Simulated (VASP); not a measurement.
Consider the following.

```
PtTe2
1.0
    4.03564     0.00000     0.00000
   -2.01782     3.49497     0.00000
    0.00000     0.00000     5.46310
Te Pt
2 1
Direct
  0.66667   0.33333   0.75086
  0.33333   0.66667   0.24914
  0.00000   0.00000   0.00000
```

The numbers are results of PBE GGA, VASP's PBE PAW potentials (set 64) (plane waves; VASP), not measurements. Run with 300 eV cut-off, 9×9×6 Γ-centred mesh, Fermi-Dirac smearing of 0.10 eV, potentials Te Pt.

Give the energies of bands 3 to 14 at the high-symmetry points, in eV from the Fermi level.

```tsv
band	Γ	M	K	A	L	H
3	-6.52	-6.60	-6.47	-5.57	-6.99	-5.94
4	-5.63	-5.06	-5.41	-5.57	-5.40	-5.82
5	-5.63	-4.71	-5.41	-4.68	-5.25	-5.82
6	-3.74	-3.75	-4.29	-3.76	-4.46	-4.04
7	-3.74	-3.43	-4.29	-3.76	-3.44	-4.04
8	-2.67	-3.36	-3.58	-2.29	-3.38	-3.79
9	-0.46	-3.35	-2.25	-1.50	-3.21	-3.49
10	-0.46	-3.13	-1.85	-0.94	-2.40	-2.60
11	1.18	-2.84	-1.85	-0.94	-0.89	-2.60
12	1.26	0.25	-0.19	2.16	0.72	2.10
13	1.26	2.33	-0.19	2.16	1.36	2.10
14	3.03	3.69	2.72	4.06	3.80	5.57
```

It has no gap at this level: it comes out as a metal or semimetal.

The structure comes from a computed database's Te2Pt entry; how it stands against other phases isn't given here. The cell was not relaxed at this level.
